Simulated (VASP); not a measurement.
Input:

```
HfC
1.0
    0.00000     2.30973     2.30973
    2.30973     0.00000     2.30973
    2.30973     2.30973     0.00000
Hf C
1 1
Direct
  0.00000   0.00000   0.00000
  0.50000   0.50000   0.50000
```

Method: vdW-DF-cx, VASP's PBE PAW potentials (set 64) (plane waves; VASP). Run with 520 eV cut-off, 15×15×15 Γ-centred mesh, tetrahedra with Blöchl corrections, potentials Hf_pv C.

Unless said otherwise, spin-orbit coupling is left out, though it shifts the bands of the heavy elements here.

### Question
Tabulate the total density of states (states/eV per cell) against energy (eV; zero at the valence-band maximum or, without a gap, the Fermi level).

### Answer

```
E (eV) | DOS (states/eV)
    -9.98 | ######## 1.08
    -9.74 | ########## 1.38
    -9.50 | ########### 1.45
    -9.26 | ####### 0.99
    -9.02 | ### 0.44
    -8.90 | ## 0.32
    -8.66 | # 0.09
    -8.42 |  0.00
    -8.18 |  0.00
    -7.94 |  0.00
    -7.70 |  0.00
    -7.46 |  0.00
    -7.22 |  0.00
    -6.98 |  0.00
    -6.74 |  0.00
    -6.62 |  0.00
    -6.38 |  0.00
    -6.14 |  0.05
    -5.90 | # 0.14
    -5.66 | ## 0.22
    -5.42 | ## 0.31
    -5.18 | ### 0.45
    -4.94 | ##### 0.63
    -4.70 | ###### 0.82
    -4.46 | ###### 0.80
    -4.34 | ###### 0.83
    -4.10 | ###### 0.86
    -3.86 | ####### 0.93
    -3.62 | ##### 0.66
    -3.38 | #### 0.53
    -3.14 | ### 0.45
    -2.90 | ############## 1.89
    -2.66 | ############################## 4.07
    -2.42 | ####################### 3.13
    -2.18 | ############### 2.07
    -2.06 | ############# 1.75
    -1.82 | ######### 1.28
    -1.58 | ####### 0.97
    -1.34 | ###### 0.78
    -1.10 | ##### 0.66
    -0.86 | #### 0.55
    -0.62 | ### 0.45
    -0.38 | ## 0.28
    -0.14 | # 0.20
     0.10 | ## 0.27
     0.22 | ## 0.27
     0.46 | ## 0.30
     0.70 | ## 0.33
     0.94 | ### 0.37
     1.18 | ### 0.43
     1.42 | #### 0.50
     1.66 | #### 0.54
     1.90 | #### 0.56
     2.14 | #### 0.59
     2.38 | ##### 0.63
     2.50 | ##### 0.64
     2.74 | ##### 0.70
     2.98 | ###### 0.75
     3.22 | ###### 0.87
     3.46 | ###### 0.86
```
Within 2 eV below the Fermi level the largest weight inside VASP's projection spheres is C p, then Hf d.

The compound is HfC in the rock salt structure. It was relaxed first.
